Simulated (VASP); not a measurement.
Consider the following.

```
CELL_PARAMETERS angstrom
      0.00000     3.46188     3.46188
      3.46188     0.00000     3.46188
      3.46188     3.46188     0.00000
ATOMIC_POSITIONS crystal
  K  0.00000 0.00000 0.00000
  Br 0.50000 0.50000 0.50000
```

All values below come from RPBE GGA, VASP's PBE PAW potentials (set 64) (plane waves; VASP). Numerical set-up: 520 eV cut-off, Gaussian smearing of 0.050 eV, potentials K_sv Br.

Question: Give the energies of bands 6 to 11 at the high-symmetry points, in eV from the valence-band maximum.

Answer: 
```
band     Γ      X      U      L      W
----  ----  -----  -----  -----  -----
6     0.00  -0.63  -0.54  -0.87  -0.45
7     0.00  -0.23  -0.48  -0.22  -0.45
8     0.00  -0.23  -0.24  -0.22  -0.39
9     4.39   6.22   6.78   6.57   7.43
10    7.71   6.93   7.76   7.92   7.43
11    7.71   9.06   8.27   9.49   7.91
```

The gap is direct, 4.39 eV, from the valence maximum at Γ to the conduction minimum at Γ.

Measured: gap 7.40 eV (computed value off by -3.01 eV), as given by Aguado et al., (1998), arXiv:cond-mat/9809176.

The compound is KBr in the rock salt structure. It was relaxed first, which changed the volume by +15 %.
